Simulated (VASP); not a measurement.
# AgB2 (Fm-3m) in VASP: single point with r2SCAN

Aim: the single point of AgB2 with r2SCAN.

Everything below comes from runs of VASP 6.6.1. Logs are shortened: lines on timing, memory, paths and dates and some standing lists are left out, and cuts for length are marked.

## 1. The structure

It takes space group Fm-3m (No. 225, cubic). Conventional cell: a = 4.986 Å, b = 4.986 Å, c = 4.986 Å, α = 90.00°, β = 90.00°, γ = 90.00°. B (site symmetry -43m) has 4 Ag at 2.16 Å as nearest neighbours. Ag (site symmetry m-3m) has 8 B at 2.16 Å as nearest neighbours.

The cell was built by a generator and needn't be a form met in nature.

## 2. Single point, r2SCAN

POSCAR

```
AgB2
1.0
    0.0000000000      2.4927810000      2.4927810000
    2.4927810000      0.0000000000      2.4927810000
    2.4927810000      2.4927810000      0.0000000000
B Ag
2 1
Direct
    0.2500000000      0.2500000000      0.2500000000
    0.7500000000      0.7500000000      0.7500000000
    0.0000000000      0.0000000000      0.0000000000
```

INCAR.step1

```
SYSTEM = AgB2
ALGO = Normal ; EDIFF = 1E-4
ENCUT = 520 ; GGA = PE
ISMEAR = -5 ; LASPH = .TRUE.
LCHARG = .FALSE. ; LMAXMIX = 4
LREAL = .FALSE. ; LWAVE = .TRUE.
NELM = 60 ; PREC = Accurate
SIGMA = 0.1
```

INCAR.step2

```
SYSTEM = AgB2
ALGO = Normal ; EDIFF = 1E-7
ENCUT = 520 ; ISIF = 2
ISMEAR = -1 ; ISTART = 1
LASPH = .TRUE. ; LCHARG = .FALSE.
LMAXMIX = 4 ; LMIXTAU = .TRUE.
LORBIT = 11 ; LREAL = .FALSE.
LWAVE = .FALSE. ; METAGGA = R2SCAN
NELM = 60 ; PREC = Accurate
SIGMA = 0.1
```

KPOINTS

```
k-points
0
G
  12 12 12
  0 0 0
```

Potentials or basis: VASP PAW PBE potentials, release 64 (B, Ag).

The run is started by

```sh
$ cat potpaw_PBE.64/B/POTCAR potpaw_PBE.64/Ag/POTCAR > POTCAR
$ cp INCAR.step1 INCAR
$ mpirun -np 1 vasp_std > vasp.out
$ cp INCAR.step2 INCAR
$ mpirun -np 1 vasp_std > vasp.out
```

OUTCAR:

```text
SYSTEM = AgB2
   EDIFF = 1E-7
   ENCUT = 520
   ISIF = 2
   ISMEAR = -1
   ISTART = 1
   LASPH = .TRUE.
   LORBIT = 11
   LREAL = .FALSE.
   METAGGA = R2SCAN
   NELM = 60
   PREC = Accurate

 ion  position               nearest neighbor table
   1  0.250  0.250  0.250-   3 2.16   3 2.16   3 2.16   3 2.16
   2  0.750  0.750  0.750-   3 2.16   3 2.16   3 2.16   3 2.16
   3  0.000  0.000  0.000-   2 2.16   2 2.16   2 2.16   1 2.16   2 2.16   1 2.16   1 2.16   1 2.16

  LATTYP: Found a face centered cubic cell.
 ALAT       =     4.9855620000

  Lattice vectors:

 A1 = (   0.0000000000,   2.4927810000,   2.4927810000)
 A2 = (   2.4927810000,   0.0000000000,   2.4927810000)
 A3 = (   2.4927810000,   2.4927810000,   0.0000000000)

Analysis of symmetry for initial positions (statically):
=====================================================================
 Subroutine PRICEL returns:
 Original cell was already a primitive cell.

 Routine SETGRP: Setting up the symmetry group for a
 face centered cubic supercell.

 Subroutine GETGRP returns: Found 48 space group operations
 (whereof 48 operations were pure point group operations)
 out of a pool of 48 trial point group operations.

The static configuration has the point symmetry O_h .

Analysis of symmetry for dynamics (positions and initial velocities):
=====================================================================
 Subroutine PRICEL returns:
 Original cell was already a primitive cell.

 Routine SETGRP: Setting up the symmetry group for a
 face centered cubic supercell.

 Subroutine GETGRP returns: Found 48 space group operations
 (whereof 48 operations were pure point group operations)
 out of a pool of 48 trial point group operations.

The dynamic configuration has the point symmetry O_h .

 Subroutine INISYM returns: Found 48 space group operations
 (whereof 48 operations are pure point group operations),
 and found     1 'primitive' translations

----------------------------------------------------------------------------------------

                                     Primitive cell

  volume of cell :      30.9801

  direct lattice vectors                    reciprocal lattice vectors
     0.000000000  2.492781000  2.492781000    -0.200579192  0.200579192  0.200579192
     2.492781000  0.000000000  2.492781000     0.200579192 -0.200579192  0.200579192
     2.492781000  2.492781000  0.000000000     0.200579192  0.200579192 -0.200579192

  length of vectors
     3.525324698  3.525324698  3.525324698     0.347413352  0.347413352  0.347413352

  position of ions in fractional coordinates (direct lattice)
     0.250000000  0.250000000  0.250000000
     0.750000000  0.750000000  0.750000000
     0.000000000  0.000000000  0.000000000

  ion indices of the primitive-cell ions
   primitive index   ion index
                 1           1
                 2           2
                 3           3

----------------------------------------------------------------------------------------

 KPOINTS: k-points

Automatic generation of k-mesh.
 Grid dimensions read from file:
 generate k-points for:   12   12   12

 Generating k-lattice:

  Cartesian coordinates                     Fractional coordinates (reciprocal lattice)
    -0.016714933  0.016714933  0.016714933     0.083333333  0.000000000  0.000000000
     0.016714933 -0.016714933  0.016714933     0.000000000  0.083333333  0.000000000
     0.016714933  0.016714933 -0.016714933     0.000000000  0.000000000  0.083333333

  Length of vectors
     0.028951113  0.028951113  0.028951113

  Shift w.r.t. Gamma in fractional coordinates (k-lattice)
     0.000000000  0.000000000  0.000000000

 Subroutine IBZKPT returns following result:
 ===========================================

 Found     72 irreducible k-points:

 Following reciprocal coordinates:
            Coordinates               Weight
  0.000000  0.000000  0.000000      1.000000
  0.083333  0.000000  0.000000      8.000000
  0.166667  0.000000  0.000000      8.000000
  0.250000  0.000000  0.000000      8.000000
  0.333333  0.000000  0.000000      8.000000
  0.416667  0.000000  0.000000      8.000000
[... 16 lines left out ...]
  0.500000  0.166667  0.000000     24.000000
 -0.416667  0.166667  0.000000     24.000000
 [... further k-points ...]
   k-points           NKPTS =     72   k-points in BZ     NKDIM =     72   number of bands    NBANDS=     12
   number of dos      NEDOS =    301   number of ions     NIONS =      3
   total plane-waves  NPLWV =  21952
   dimension x,y,z NGX =    28 NGY =   28 NGZ =   28
   dimension x,y,z NGXF=    56 NGYF=   56 NGZF=   56
   ions per type =               2   1
   NGX,Y,Z   is equivalent  to a cutoff of  13.20, 13.20, 13.20 a.u.
   NGXF,Y,Z  is equivalent  to a cutoff of  26.41, 26.41, 26.41 a.u.
 SYSTEM =  AgB2
   PREC   = accura    normal or accurate (medium, high low for compatibility)
   ISTART =      1    job   : 0-new  1-cont  2-samecut
   ICHARG =      0    charge: 1-file 2-atom 10-const
   ISPIN  =      1    spin polarized calculation?
   LNONCOLLINEAR =      F non collinear calculations
   LSORBIT =      F    spin-orbit coupling
   LASPH  =      T    aspherical Exc in radial PAW
   ENCUT  =  520.0 eV  38.22 Ry    6.18 a.u.   6.55  6.55  6.55*2*pi/ulx,y,z
   NELM   =     60;   NELMIN=  2; NELMDL=  0     # of ELM steps
   EDIFF  = 0.1E-06   stopping-criterion for ELM
   LREAL  =      F    real-space projection
   EDIFFG = 0.1E-05   stopping-criterion for IOM
   NSW    =      0    number of steps for IOM
   IBRION =     -1    ionic relax: 0-MD 1-quasi-New 2-CG
   NFREE  =      0    steps in history (QN), initial steepest desc. (CG)
   ISIF   =      2    stress and relaxation
   ISYM   =      2    0-nonsym 1-usesym 2-fastsym
   POTIM  = 0.5000    time-step for ionic-motion
   TEBEG  =    0.0;   TEEND  =   0.0 temperature during run
   PSTRESS=    0.0 pullay stress
   NELECT =      17.0000    total number of electrons
   NUPDOWN=      -1.0000    fix difference up-down
   EMIN   =  10.00;   EMAX   =-10.00  energy-range for DOS
   EFERMI =   0.00;   METHOD = LEGACY
   ISMEAR =    -1;   SIGMA  =   0.10  broadening in eV -4-tet -1-fermi 0-gaus
   EFERMI_NEDOS =   21; number of points for ismear=-14 and -15
   IALGO  =     38    algorithm
   IMIX   =      4    mixing-type and parameters
     AMIX     =   0.40;   BMIX     =  1.00
     AMIX_MAG =   1.60;   BMIX_MAG =  1.00
  volume/ion in A,a.u.               =      10.33        69.69
  Fermi-wavevector in a.u.,A,eV,Ry     =   1.340285  2.532771 24.440998  1.796363
  Thomas-Fermi vector in A             =   2.468610
   LORBIT       =     11    0 simple, 1 ext, 2 COOP (PROOUT), +10 PAW based schemes
   METAGGA = R2SCAN    functional components
   LHFCALC =     F    Hartree Fock is set to
   AEXX    =    0.0000 exact exchange contribution
   IVDW    =     0    specifies the selected vdW correction
   LEPSILON=     F    determine dielectric tensor
   LRPA    =     F    only Hartree local field effects (RPA)
 non-spin polarized calculation
  energy-cutoff  :      520.00
  volume of cell :       30.98
 maximum number of plane-waves:       869
 NGX is ok and might be reduce to    28

 number of electron      16.9999999 magnetization

 Free energy of the ion-electron system (eV)
  ---------------------------------------------------
  ext. energy  EPLUGINS =         0.00000000
  ---------------------------------------------------
  free energy    TOTEN  =       -30.93563413 eV

  energy without entropy =      -30.91569928  energy(sigma->0) =      -30.92566671

 E-fermi :   8.6103     XC(G=0): -13.1681

 val. band max:        8.5176023482   @ k =   0.4167   0.0833   0.0000
 cond. band min:       8.6114165704   @ k =   0.2500   0.1667   0.0833
 fundamental gap:      0.0938142223
 Fermi energy:         8.6103497007

 k-point     1 :       0.0000    0.0000    0.0000
  band No.  band energies     occupation
      1      -5.1497      2.00000
      2      -0.4358      2.00000
      3      -0.4358      2.00000
      4      -0.4358      2.00000
      5       1.6581      2.00000
      6       1.6581      2.00000
      7       9.1935      0.00585
      8      12.3541      0.00000
      9      12.3541      0.00000
     10      12.3541      0.00000
     11      13.2201      0.00000
     12      13.2201      0.00000

 k-point     2 :       0.0833    0.0000    0.0000
  band No.  band energies     occupation
      1      -5.0260      2.00000
      2      -0.4929      2.00000
      3      -0.3854      2.00000
      4      -0.3854      2.00000
      5       1.6406      2.00000
      6       1.6406      2.00000
      7       9.2346      0.00388
      8      11.4243      0.00000
      9      12.0223      0.00000
     10      12.0223      0.00000
     11      13.2152      0.00000
     12      13.2152      0.00000

 k-point     3 :       0.1667    0.0000    0.0000
  band No.  band energies     occupation
      1      -4.6648      2.00000
      2      -0.6350      2.00000
      3      -0.2513      2.00000
      4      -0.2513      2.00000
      5       1.6071      2.00000
      6       1.6071      2.00000
      7       8.6453      0.82698
      8      10.5779      0.00000
      9      11.2654      0.00000
     10      11.2654      0.00000
     11      13.1437      0.00000
     12      13.1437      0.00000
[... 286 lines left out ...]
 k-point    23 :       0.5000    0.1667    0.0000
  band No.  band energies     occupation
      1      -2.3565      2.00000
      2      -0.8357      2.00000
      3       0.1762      2.00000
      4       0.3895      2.00000
      5       1.8717      2.00000
      6       1.9646      2.00000
      7       3.1074      2.00000
      8       7.2941      2.00000
      9       7.6962      1.99979
     10      11.2402      0.00000
     11      13.7972      0.00000
     12      13.8105      0.00000

 k-point    24 :      -0.4167    0.1667    0.0000
  band No.  band energies     occupation
      1      -2.3027      2.00000
      2      -0.7636      2.00000
      3       0.1705      2.00000
      4       0.4175      2.00000
      5       1.7042      2.00000
      6       2.1275      2.00000
      7       2.9536      2.00000
      8       6.8356      2.00000
      9       8.0731      1.99075
     10      11.4520      0.00000
     11      13.4923      0.00000
     12      13.5302      0.00000

 [... further k-points ...]

------------------------ aborting loop because EDIFF is reached ----------------------------------------

  FORCE on cell =-STRESS in cart. coord.  units (eV):
  Direction    XX          YY          ZZ          XY          YZ          ZX
  --------------------------------------------------------------------------------------
  -------------------------------------------------------------------------------------
  Total        3.7989958      3.7989958      3.7989958      0.0000000      0.0000000      0.0000000
  in kB      196.4703510    196.4703510    196.4703510      0.0000000      0.0000000      0.0000000
  external PRESSURE =     196.4703510 kB  Pullay stress =       0.0000000 kB

 VOLUME and BASIS-vectors are now :
 -----------------------------------------------------------------------------
  energy-cutoff  :      520.00
  volume of cell :       30.98
      direct lattice vectors                 reciprocal lattice vectors
     0.000000000  2.492781000  2.492781000    -0.200579192  0.200579192  0.200579192
     2.492781000  0.000000000  2.492781000     0.200579192 -0.200579192  0.200579192
     2.492781000  2.492781000  0.000000000     0.200579192  0.200579192 -0.200579192

 POSITION                                       TOTAL-FORCE (eV/Angst)
 -----------------------------------------------------------------------------------
      1.24639      1.24639      1.24639         0.000000      0.000000      0.000000
      3.73917      3.73917      3.73917         0.000000     -0.000000     -0.000000
      0.00000      0.00000      0.00000        -0.000000     -0.000000      0.000000
 -----------------------------------------------------------------------------------
    total drift:                               -0.000000     -0.000000      0.000000

  FREE ENERGIE OF THE ION-ELECTRON SYSTEM (eV)
  ---------------------------------------------------
  free  energy   TOTEN  =       -30.9356341258 eV

  energy  without entropy=      -30.9156992848  energy(sigma->0) =      -30.92566671

 total charge

# of ion       s       p       d       tot
------------------------------------------
    1        0.669   0.971   0.000   1.641
    2        0.669   0.971   0.000   1.641
    3        0.672   0.991   8.973  10.636
--------------------------------------------------
tot          2.011   2.933   8.973  13.917
```

Wall time 58 s (1 thread of Intel Xeon 6975P-C (Granite Rapids), shared host); peak memory 0.18 GiB.

Results:

```
Free energy                                           : -30.9356 eV
Pressure                                              : 19.6 GPa
Band gap on the k mesh                                : none (metal or under the smearing width)
Valence electrons inside the program's atomic spheres : B 1.64; Ag 10.64
```

Caveat: so large a pressure means that the cell lies far from this level's equilibrium, or that cutoff or potentials fall short; the potentials were made for another functional, which shifts forces and pressure.
